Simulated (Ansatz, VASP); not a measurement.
# WC (Qusongite) in two plane-wave programs, part 2 of 2

Wanted: the spread between two codes on one cell, functional and k mesh. The structure shown is the end of the Ansatz relaxation below.

VASP 6.6.1 and Ansatz 0.2.0.

So far. Step 3 (VASP: single point, PBEsol, pair 1): The run ends at a pressure of 54.97 GPa.

### Step 6. VASP: single point, PBEsol, pair 2

Level of this step: PBEsol; plane waves and PAW (C, W) (VASP).

The same cell, functional, mesh and smearing now go to VASP, with its own data sets.

INCAR reads:

```
SYSTEM = WC
PREC = Accurate
ENCUT = 600
EDIFF = 1E-06
NELM = 120
ISMEAR = 1
SIGMA = 0.2
LREAL = .FALSE.
ALGO = Normal
GGA = PS
NBANDS = 11
LASPH = .TRUE.
LORBIT = 11
LWAVE = .FALSE.
LCHARG = .FALSE.
ISIF = 2
GGA_COMPAT = .FALSE.
KPAR = 2
```

POSCAR reads:

```
WC
1.0
    2.8125970484      0.0000000000      0.0000000000
   -1.4062985242      2.4357804945      0.0000000000
    0.0000000000      0.0000000000      2.7633907398
C W
1 1
Direct
    0.6666666667      0.3333333333      0.5000000000
    0.0000000000      0.0000000000      0.0000000000
```

KPOINTS reads:

```
Automatic mesh
0
Gamma
18 18 16
0 0 0
```

The projector-augmented-wave data sets are C and W (PBE family, release 64).

The run is started by

```console
$ mpirun -np 2 vasp_std
```

Numbers of over 12 decimals in the logs are rounded to 6 here.

Output:

```text
[banner, memory and clock lines left out]
running    2 mpi-ranks, on    1 nodes
[...]
[... a notice as in an earlier step ...]

 LDA part: xc-table for (Slater+PW92), standard interpolation
 POSCAR, INCAR and KPOINTS ok, starting setup
[...]
entering main loop
       N       E                     dE             d eps       ncg     rms          rms(c)
DAV:   1     0.303396912210E+02    0.30340E+02   -0.55303E+03  7326   0.937E+02
DAV:   2    -0.246086100038E+02   -0.54948E+02   -0.52491E+02  8405   0.223E+02
DAV:   3    -0.267305731566E+02   -0.21220E+01   -0.21020E+01  9115   0.363E+01
DAV:   4    -0.267430247982E+02   -0.12452E-01   -0.12448E-01  8062   0.331E+00
[...]
DAV:  11    -0.237864681595E+02    0.91888E-05   -0.61873E-05  8903   0.593E-02    0.785E-03
DAV:  12    -0.237864668098E+02    0.13498E-05   -0.24902E-06  5070   0.116E-02    0.111E-02
DAV:  13    -0.237864669251E+02   -0.11533E-06   -0.31753E-07  3951   0.532E-03
   1 F= -.23786467E+02 E0= -.23786457E+02  d E =-.303205E-04
```

Parts of OUTCAR (step 6):

```text
  Total        4.8455790      4.8455790      4.9728239      0.0000000     -0.0000000      0.0000000
  in kB      410.0797291    410.0797291    420.8484224      0.0000000     -0.0000000      0.0000000
  external PRESSURE =     413.6692935 kB  Pullay stress =       0.0000000 kB

 POSITION                                       TOTAL-FORCE (eV/Angst)
 -----------------------------------------------------------------------------------
      1.40630      0.81193      1.38170         0.000000      0.000000      0.000000
      0.00000      0.00000      0.00000        -0.000000      0.000000      0.000000
 -----------------------------------------------------------------------------------
    total drift:                               -0.000000      0.000000      0.000000

  FREE ENERGIE OF THE ION-ELECTRON SYSTEM (eV)
  ---------------------------------------------------
  free  energy   TOTEN  =       -23.7864669251 eV

  energy  without entropy=      -23.7864366046  energy(sigma->0) =      -23.78645682

[... 1 part as in an earlier step ...]

[... 2 further parts left out ...]
[key lines of the parts left out:]
E-fermi :   9.3092
```

The run ends at a pressure of 41.37 GPa.

### Step 7. Comparison

What differs besides the data sets and the points named for the pairs above, as far as they apply: the data sets hold 18 valence electrons in Ansatz (on its PAW soft_1 files) and 10 in VASP. Total energies have different zeros and are not compared.

Both answers:

| quantity | Ansatz | VASP | difference |
| --- | --- | --- | --- |
| pressure (GPa) | 40.40 | 41.37 | -0.96 |

### Step 8. Ansatz: relaxation, PBEsol

This run makes the geometry at which the two programs are then compared. The cell compared in this pair holds 21.81 Å³, against 18.93 Å³ for the pair before.

The structure compared here is the end of the Ansatz relaxation.

input.yaml reads:

```yaml
crystal:
  lattice:
    - [2.9589396817, 0.0, 0.0]
    - [-1.4794698408, 2.5625169327, 0.0]
    - [0.0, 0.0, 2.8767567775]
  atoms:
    - { symbol: C, position: [0.6666666667, 0.3333333333, 0.5] }
    - { symbol: W, position: [0.0, 0.0, 0.0] }
kpoints:
  mp_grid: { grid: [18, 18, 16] }
hamiltonian:
  xc: pbesol
  pseudopotentials: { kind: paw, azcp: { folder: soft_1 }, xc_functional: pbe }
scf:
  occupations: { method: methfessel_paxton, width: 0.2 }
output:
  forces: true
  stress: true
  eigenvalues: true
relax:
  adjacent_minimum: "off"
  f_tol: 0.001
  max_steps: 60
  cell: { stress_tol: 0.01, fix: [volume] }
```

The run is started by

```console
$ ansatz run input.yaml --threads 4 --pin off --max-ram 10240MiB --backend cpu --events-out ev --progress --plain --runs-dir out
```

Output:

```text
[...]
Crystal: 2 atoms, lattice volume = 21.813 Å³
Basis set: ecut = 420 eV, 405 PW (Γ), exchange–correlation on 40×40×40 points (8 copies of the dense FFT grid, shifted against one another)
Bands: 13, of which v1, the nominal top of the filled ones, is band 9 counted from 1 (8 counted from 0)
Symmetry: 12 space group operations
[...]
k-points: 333 of 5184 (time reversal used)
[...]
k-point 332: bands = [... 5 lower, 12.3151, 13.9348, 17.5532, 18.5415, 23.2604, 25.0153, 26.2642, 27.7165]
--- Relaxed structure (3 steps of the walk, 2 accepted, 1 SCFs on fresh bases) ---
[...]
cell:  # Å, volume = 21.8125 Å³
    - [2.960703, -2.8884633424521172e-11, 0.0]
    - [-1.480352, 2.564044, 0.0]
    - [0.0, 0.0, 2.873331]
  atoms:
    - { symbol: C, position: [0.666667, 0.333333, 0.500000] }
    - { symbol: W, position: [-3.700743415524894e-17, 0, 0.0] }
[key lines of the parts left out:]
SCF converged after 4 iterations
Free energy (F): -10504.661580 eV
Fermi energy:    19.140016 eV
P = ⅓ Tr σ = -20.9239 GPa (-209.239 kbar)
```

### Step 9. VASP: single point, PBEsol, pair 3

The same cell, functional, mesh and smearing now go to VASP, with its own data sets.

INCAR is that of step 6.

POSCAR reads:

```
WC
1.0
    2.9607032829      0.0000000000      0.0000000000
   -1.4803516414      2.5640442561      0.0000000000
    0.0000000000      0.0000000000      2.8733306047
C W
1 1
Direct
    0.6666666667      0.3333333333      0.5000000000
    0.0000000000      0.0000000000      0.0000000000
```

KPOINTS is that of step 6.

The run is started by

```console
$ mpirun -np 2 vasp_std
```

Output:

```text
[... set-up lines as in an earlier step ...]
 entering main loop
       N       E                     dE             d eps       ncg     rms          rms(c)
DAV:   1     0.260842101069E+02    0.26084E+02   -0.54286E+03  7334   0.924E+02
DAV:   2    -0.246328320202E+02   -0.50717E+02   -0.48118E+02  8472   0.209E+02
DAV:   3    -0.268821808416E+02   -0.22493E+01   -0.22176E+01  9229   0.363E+01
DAV:   4    -0.268997632395E+02   -0.17582E-01   -0.17574E-01  8010   0.365E+00
[...]
DAV:  11    -0.238914052220E+02    0.12013E-04   -0.80760E-05  8878   0.603E-02    0.710E-03
DAV:  12    -0.238914028928E+02    0.23292E-05   -0.62728E-06  7953   0.162E-02    0.158E-02
DAV:  13    -0.238914027896E+02    0.10316E-06   -0.11116E-06  3933   0.801E-03
   1 F= -.23891403E+02 E0= -.23891259E+02  d E =-.431817E-03
```

From OUTCAR (step 9):

```text
  Total       -3.0046097     -3.0046097     -2.9980408     -0.0000000      0.0000000      0.0000000
  in kB     -220.6950747   -220.6950748   -220.2125741     -0.0000000      0.0000000      0.0000000
  external PRESSURE =    -220.5342412 kB  Pullay stress =       0.0000000 kB

 POSITION                                       TOTAL-FORCE (eV/Angst)
 -----------------------------------------------------------------------------------
      1.48035      0.85468      1.43667        -0.000000      0.000000      0.000000
      0.00000      0.00000      0.00000         0.000000      0.000000      0.000000
 -----------------------------------------------------------------------------------
    total drift:                               -0.000000      0.000000      0.000000

  FREE ENERGIE OF THE ION-ELECTRON SYSTEM (eV)
  ---------------------------------------------------
  free  energy   TOTEN  =       -23.8914027896 eV

  energy  without entropy=      -23.8909709725  energy(sigma->0) =      -23.89125885

[... 1 part as in an earlier step ...]

[... 2 further parts left out ...]
[key lines of the parts left out:]
E-fermi :   7.5815
```

The run ends at a pressure of -22.05 GPa.

### Step 10. Comparison

What differs besides the data sets and the points named for the pairs above, as far as they apply: the data sets hold 18 valence electrons in Ansatz (on its PAW soft_1 files) and 10 in VASP. Total energies have different zeros and are not compared.

Compared:

| quantity | Ansatz | VASP | difference |
| --- | --- | --- | --- |
| pressure (GPa) | -20.92 | -22.05 | +1.13 |

### Step 11. Further runs

Further runs change the set-up of one program: Ansatz's method, potentials or start, or VASP's data sets, cutoff or form of LDA. The table gives that difference for each run.

| run | pressure (GPa) |
| --- | --- |
| as above | 1.1 |
| VASP with the data sets C and W_sv | -0.86 |

### Step 12. Results

```
difference in pressure (single point, PBEsol, pair 1) : -1.5 GPa
difference in pressure (single point, PBEsol, pair 2) : -0.96 GPa
difference in pressure (single point, PBEsol, pair 3) : 1.1 GPa
```

**Reading.** The difference in pressure is -1.5 GPa (single point, PBEsol, pair 1), beyond the 1 GPa picked in this series as the mark of a large difference. The data sets hold unlike numbers of valence electrons (18 in Ansatz and 10 in VASP), so part of the differences comes from the potentials. Single point, PBEsol, pair 3, VASP with the data sets C and W_sv: the difference in pressure goes from 1.1 to -0.86 GPa. 5 further runs of this series are not shown here. How closely two codes agree says nothing of how well the functional describes the real material.

[Lines on the potential files, build, host, timing and source positions are cut from VASP's logs without a mark.]

[Logs are printed without paths, hosts, clocks, repeated set-up lines and the standing remarks that a program may print on its own settings, such as how far it seeks lower states.]

[Hosts, paths, dates, database ids (printed as entryN), source tags and the programs' standing remarks are cut or masked in the printed files.]
